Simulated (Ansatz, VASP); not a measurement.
# CoSi2: VASP beside Ansatz

One calculation is typed for both programs; each brings its own data sets and cutoff. How far apart do they land? The cell is a member of a volume series, scaled by 1.015 from a relaxed one, so a pressure remains.

Program: Ansatz 0.2.0. Level of theory: plane waves, with VASP 6.6.1 beside it; single point at PBEsol with D3(BJ) and single point at r2SCAN with rVV10. Results are calculated unless marked as measured.

### Step 1. Starting point

The structure is cubic, space group Fm-3m (No. 225). Conventional cell: a = 5.293 Å, b = 5.293 Å, c = 5.293 Å, α = 90.00°, β = 90.00°, γ = 90.00°. Nearest to Co lie 8 Si at 2.29 Å. Nearest to Si lie 4 Co at 2.29 Å. Farther neighbours are not listed.

### Step 2. VASP: single point, PBEsol with D3(BJ), volume scaled by 1.015

A single point gives forces, pressure and levels at one fixed geometry, so differences don't come from the geometry; what else differs is listed under the comparison.

Lines of VASP's logs that name or quote its potential files are left out, and so is its time.

The input asks for a relaxation, which ended at its first step since no free force or stress exceeded the threshold; so it serves as a single point.

INCAR reads:

```
SYSTEM = CoSi2
PREC = Accurate
ENCUT = 450
EDIFF = 1E-06
NELM = 100
ISMEAR = 0
SIGMA = 0.05
LREAL = .FALSE.
ALGO = Normal
GGA = PS
IVDW = 12
NBANDS = 16
ISPIN = 2
MAGMOM = 0 0 0
LASPH = .TRUE.
LMAXMIX = 4
LORBIT = 11
LWAVE = .FALSE.
LCHARG = .FALSE.
KPAR = 8
IBRION = 2
NSW = 30
ISIF = 4
EDIFFG = -0.01
```

POSCAR reads:

```
CoSi2
1.0
    0.0000000000      2.6465099196      2.6465099196
    2.6465099196      0.0000000000      2.6465099196
    2.6465099196      2.6465099196      0.0000000000
Co Si
1 2
Direct
    0.0000000000      0.0000000000      0.0000000000
    0.7500000000      0.7500000000      0.7500000000
    0.2500000000      0.2500000000      0.2500000000
```

KPOINTS reads:

```
Automatic mesh
0
Gamma
12 12 12
0 0 0
```

The projector-augmented-wave data sets are Co and Si (PBE family, release 64).

The run is started by

```sh
$ mpirun -np 8 vasp_std
```

Numbers of over 12 decimals in the logs are rounded to 6 here.

The log of the run:

```text
[banner, memory and clock lines left out]
running    8 mpi-ranks, on    1 nodes
 distrk:  each k-point on    1 cores,    8 groups
 distr:  one band on    1 cores,    1 groups

 POSCAR found type information on POSCAR CoSi
 POSCAR found :  2 types and       3 ions
|                                                                             |
|           W    W    AA    RRRRR   N    N  II  N    N   GGGG   !!!           |
|           W    W   A  A   R    R  NN   N  II  NN   N  G    G  !!!           |
|           W    W  A    A  R    R  N N  N  II  N N  N  G       !!!           |
|           W WW W  AAAAAA  RRRRR   N  N N  II  N  N N  G  GGG   !            |
|           WW  WW  A    A  R   R   N   NN  II  N   NN  G    G                |
|           W    W  A    A  R    R  N    N  II  N    N   GGGG   !!!           |
|                                                                             |
|     For optimal performance we recommend to set                             |
|       NCORE = 2 up to number-of-cores-per-socket                            |
|     NCORE specifies how many cores store one orbital (NPAR=cpu/NCORE).      |
|     This setting can greatly improve the performance of VASP for DFT.       |
|     The default, NCORE=1 might be grossly inefficient on modern             |
|     multi-core architectures or massively parallel machines. Do your        |
|     Unfortunately you need to use the default for GW and RPA                |
|     calculations (for HF NCORE is supported but not extensively tested      |
|     yet).                                                                   |
|                                                                             |

|                                                                             |
|               ----> ADVICE to this user running VASP <----                  |
|                                                                             |
|     You enforced a specific xc type in the INCAR file but a different       |
|     [... a line on the potential file left out ...]
|     I HOPE YOU KNOW WHAT YOU ARE DOING!                                     |
|                                                                             |

 LDA part: xc-table for (Slater+PW92), standard interpolation
 POSCAR, INCAR and KPOINTS ok, starting setup
 FFT: planning ... GRIDC
 FFT: planning ... GRID_SOFT
 FFT: planning ... GRID
 WAVECAR not read
 entering main loop
       N       E                     dE             d eps       ncg     rms          rms(c)
DAV:   1     0.535074141696E+02    0.53507E+02   -0.62050E+03  4664   0.907E+02
DAV:   2    -0.198493218831E+02   -0.73357E+02   -0.65359E+02  5256   0.190E+02
DAV:   3    -0.225636873280E+02   -0.27144E+01   -0.26632E+01  6032   0.409E+01
DAV:   4    -0.226089344888E+02   -0.45247E-01   -0.45226E-01  5632   0.520E+00
DAV:   5    -0.226102478780E+02   -0.13134E-02   -0.13134E-02  5944   0.881E-01    0.156E+01
DAV:   6    -0.261007036911E+02   -0.34905E+01   -0.25835E+01  4928   0.106E+02    0.174E+01
DAV:   7    -0.210354875845E+02    0.50652E+01   -0.11617E+01  5824   0.827E+01    0.352E+00
DAV:   8    -0.210178011774E+02    0.17686E-01   -0.74627E-01  5464   0.539E+00    0.191E+00
DAV:   9    -0.209814541906E+02    0.36347E-01   -0.83908E-02  5592   0.546E+00    0.493E-01
DAV:  10    -0.209811507468E+02    0.30344E-03   -0.61396E-03  6496   0.118E+00    0.118E-01
DAV:  11    -0.209810080226E+02    0.14272E-03   -0.65810E-04  6296   0.456E-01    0.386E-02
DAV:  12    -0.209810188718E+02   -0.10849E-04   -0.37259E-05  5152   0.429E-02    0.142E-02
DAV:  13    -0.209810174033E+02    0.14685E-05   -0.32542E-06  6184   0.292E-02    0.587E-03
DAV:  14    -0.209810175002E+02   -0.96899E-07   -0.40570E-07  2704   0.606E-03
   1 F= -.22182721E+02 E0= -.22182106E+02  d E =-.221827E+02  mag=     0.0000
 curvature:   0.00 expect dE= 0.000E+00 dE for cont linesearch  0.000E+00
 trial: gam= 0.00000 g(F)=  0.956E-45 g(S)=  0.606E-33 ort = 0.000E+00 (trialstep = 0.100E+01)
 search vector abs. value=  0.100E-09
 reached required accuracy - stopping structural energy minimisation
```

OUTCAR, selected parts (step 2):

```text
ion  position               nearest neighbor table
   1  0.000  0.000  0.000-   2 2.29   2 2.29   3 2.29   3 2.29   2 2.29   2 2.29   3 2.29   3 2.29

  LATTYP: Found a face centered cubic cell.
 ALAT       =     5.2930198392

 Subroutine GETGRP returns: Found 48 space group operations
 (whereof 48 operations were pure point group operations)

The static configuration has the point symmetry O_h .

 Found     72 irreducible k-points:

   k-points           NKPTS =     72   k-points in BZ     NKDIM =     72   number of bands    NBANDS=     16

   dimension x,y,z NGX =    28 NGY =   28 NGZ =   28
   dimension x,y,z NGXF=    56 NGYF=   56 NGZF=   56

   ENCUT  =  450.0 eV  33.07 Ry    5.75 a.u.   6.47  6.47  6.47*2*pi/ulx,y,z

   NELECT =      17.0000    total number of electrons

 k-points in reciprocal lattice and weights: Automatic mesh
   0.00000000  0.00000000  0.00000000       0.001
   0.08333333  0.00000000  0.00000000       0.005
   0.16666667  0.00000000  0.00000000       0.005
   0.25000000  0.00000000  0.00000000       0.005
   0.33333333  0.00000000  0.00000000       0.005
   0.41666667  0.00000000  0.00000000       0.005
   0.50000000  0.00000000  0.00000000       0.002
   0.08333333  0.08333333  0.00000000       0.003
   0.16666667  0.08333333  0.00000000       0.014
[...]
-0.33333333  0.50000000  0.16666667       0.007
  -0.25000000  0.50000000  0.25000000       0.003

 average (electrostatic) potential at core
       1 -77.6487       2 -78.6701       3 -78.6701

 E-fermi :  10.4667

 spin component 1
 k-point     1 :       0.0000    0.0000    0.0000
  band No.  band energies     occupation
    ...
      2       6.2382      1.00000
      3       6.2382      1.00000
      4       6.2382      1.00000
      5       8.4549      1.00000
      6       8.4549      1.00000
      7      11.6270      0.00000
      8      13.9173      0.00000
      9      13.9173      0.00000
     10      13.9173      0.00000
     11      14.0527      0.00000
    ...

 k-point     2 :       0.0833    0.0000    0.0000
  band No.  band energies     occupation
    ...
      2       5.9901      1.00000
      3       6.2769      1.00000
      4       6.2769      1.00000
      5       8.4216      1.00000
      6       8.4216      1.00000
      7      11.6275      0.00000
      8      12.5753      0.00000
      9      13.2180      0.00000
     10      13.2180      0.00000
     11      14.7978      0.00000
    ...

 k-point     3 :       0.1667    0.0000    0.0000
  band No.  band energies     occupation
    ...
      2       5.3160      1.00000
      3       6.3827      1.00000
      4       6.3827      1.00000
      5       8.3490      1.00000
      6       8.3490      1.00000
      7      10.6656      0.00000
      8      12.4749      0.00000
      9      12.4749      0.00000
     10      12.5596      0.00000
     11      14.9689      0.00000
    ...

 k-point     4 :       0.2500    0.0000    0.0000
  band No.  band energies     occupation
    ...
      3       6.5227      1.00000
      4       6.5227      1.00000
      5       8.3087      1.00000
      6       8.3087      1.00000
      7       9.5654      1.00000
      8      11.7093      0.00000
      9      11.7093      0.00000
     10      13.0042      0.00000
     11      14.5247      0.00000
     12      14.5247      0.00000
    ...

 k-point     5 :       0.3333    0.0000    0.0000
  band No.  band energies     occupation
    ...
      3       6.6446      1.00000
      4       6.6446      1.00000
      5       8.3836      1.00000
      6       8.3836      1.00000
      7       8.7913      1.00000
      8      10.9535      0.00000
      9      10.9535      0.00000
     10      13.2536      0.00000
     11      14.2210      0.00000
     12      14.2210      0.00000
    ...

 k-point     6 :       0.4167    0.0000    0.0000
  band No.  band energies     occupation
    ...
      5       8.3492      1.00000
      6       8.5928      1.00000
      7       8.5928      1.00000
      8      10.3069      1.00000
      9      10.3069      1.00000
     10      13.2737      0.00000
     11      14.0615      0.00000
     12      14.0615      0.00000
     13      15.1093      0.00000
     14      20.0345      0.00000
    ...

 Edisp (eV)   -1.20170

  Total      -0.70331    -0.70331    -0.70331     0.00000     0.00000    -0.00000
  in kB     -30.39548   -30.39548   -30.39548     0.00000     0.00000    -0.00000
  external pressure =      -30.40 kB  Pullay stress =        0.00 kB

  energy-cutoff  :      450.00
  volume of cell :       37.07
      direct lattice vectors                 reciprocal lattice vectors
     0.000000000  2.646509920  2.646509920    -0.188928066  0.188928066  0.188928066
     2.646509920  0.000000000  2.646509920     0.188928066 -0.188928066  0.188928066
     2.646509920  2.646509920  0.000000000     0.188928066  0.188928066 -0.188928066

 POSITION                                       TOTAL-FORCE (eV/Angst)
 -----------------------------------------------------------------------------------
      0.00000      0.00000      0.00000         0.000000      0.000000      0.000000
      3.96976      3.96976      3.96976        -0.000000     -0.000000     -0.000000
      1.32325      1.32325      1.32325         0.000000      0.000000      0.000000
 -----------------------------------------------------------------------------------
    total drift:                               -0.000000     -0.000000      0.000000

  FREE ENERGIE OF THE ION-ELECTRON SYSTEM (eV)
  ---------------------------------------------------
  free  energy   TOTEN  =       -22.1827209409 eV

  energy  without entropy=      -22.1814917701  energy(sigma->0) =      -22.18210636

 reached required accuracy - stopping structural energy minimisation

 total charge
# of ion       s       p       d       tot
------------------------------------------
    1        0.563   0.765   7.638   8.966
    2        0.717   0.894   0.000   1.611
    3        0.717   0.894   0.000   1.611
--------------------------------------------------
tot          1.996   2.553   7.638  12.188

 magnetization (x)
# of ion       s       p       d       tot
------------------------------------------
    1        0.000   0.000   0.000   0.000
    2       -0.000   0.000   0.000  -0.000
    3       -0.000   0.000   0.000  -0.000
--------------------------------------------------
tot         -0.000   0.000   0.000   0.000

[... 3 further parts left out ...]
```

CONTCAR:

```
CoSi2
   1.00000000000000
     0.0000000000000000    2.6465099196000001    2.6465099196000001
     2.6465099196000001    0.0000000000000000    2.6465099196000001
     2.6465099196000001    2.6465099196000001    0.0000000000000000
  Co              Si
     1     2
Direct
     0.0000000000000000    0.0000000000000000    0.0000000000000000
     0.7500000000000000    0.7500000000000000    0.7500000000000000
     0.2500000000000000    0.2500000000000000    0.2500000000000000
```

This run allows spin, but its moments start at zero, where symmetry between the spins tends to hold them, although Co can carry a moment. Its electron count is odd, so without a moment it is a metal by construction. Dispersion corrections of this kind ignore metallic screening and tend to overbind metals.

(Part 1 of 3 ends here.)

[Lines on the potential files, build, host, timing and source positions are cut from VASP's logs without a mark.]

[Logs are printed without paths, hosts, clocks, repeated set-up lines and the standing remarks that a program may print on its own settings, such as how far it seeks lower states.]

[Hosts, paths, dates, database ids (printed as entryN), source tags and the programs' standing remarks are cut or masked in the printed files.]
